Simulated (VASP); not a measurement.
Level of theory: SCAN meta-GGA, VASP's PBE PAW potentials (set 64) (plane waves; VASP).

A VASP calculation is set up with these files.

### KPOINTS
```
Automatic mesh
0
Gamma
11 11 6
0 0 0
```

INCAR:
```
EDIFF=1E-6   # SCF stop (eV)
ALGO=Normal   # blocked Davidson
ISIF=3   # ions, shape and volume
LASPH=T
ENCUT=520   # plane-wave cut-off (eV)
LCHARG=F
NELM=100   # most electronic steps
SYSTEM=Tm
ISMEAR=1   # Methfessel-Paxton
LREAL=F   # projection in real space or not
IBRION=2
LWAVE=F
PREC=Accurate
METAGGA=SCAN
NSW=60
EDIFFG=-0.01   # ionic stop
SIGMA=0.1   # width (eV)
LMAXMIX=6
LMIXTAU=T
```

POSCAR:
```
Tm
1
    1.7593997063    -3.0473697514     0.0000000000
    1.7593997063     3.0473697514    -0.0000000000
    0.0000000000    -0.0000000000     5.3865104383
Tm
2
Direct
  0.3333330000   0.6666670000   0.2500000000
  0.6666670000   0.3333330000   0.7500000000
```

POTCAR, in this order: Tm_3 (PBE.64 set). Program: vasp_std.

The 4f electrons are frozen in the core of the lanthanide potential, so 4f levels, which can set the real gap, and their magnetism are missing.

Q: Predict the energy per atom (σ→0), volume per atom, band gap (on the k-mesh).

A: 
```json
{
  "energy per atom (σ→0)": "-51.854 eV/atom",
  "band gap (on the k-mesh)": "none (metal, semimetal or under 0.01 eV)",
  "volume_per_atom": "28.84 Å³/atom"
}
```

OSZICAR:
```
...
DAV:   2    -0.103706969082E+03    0.62316E-04   -0.55010E-05  2327   0.971E-02    0.158E-02
DAV:   3    -0.103706937355E+03    0.31727E-04   -0.11691E-05  2518   0.451E-02    0.670E-03
DAV:   4    -0.103706946908E+03   -0.95526E-05   -0.63329E-06  2091   0.335E-02    0.305E-03
DAV:   5    -0.103706957251E+03   -0.10343E-04   -0.94825E-06  1674   0.411E-02    0.272E-03
DAV:   6    -0.103706960126E+03   -0.28746E-05   -0.87148E-07  1132   0.116E-02    0.166E-03
DAV:   7    -0.103706962557E+03   -0.24309E-05   -0.26369E-07   847   0.900E-03    0.690E-04
DAV:   8    -0.103706962811E+03   -0.25483E-06   -0.30019E-07   847   0.107E-02
   3 F= -.10370696E+03 E0= -.10370761E+03  d E =0.698768E-04
```

The compound is Tm in the hcp structure. This run relaxes it. Symmetry was kept, so distortions that lower it aren't found. The start is the result of an earlier pass.
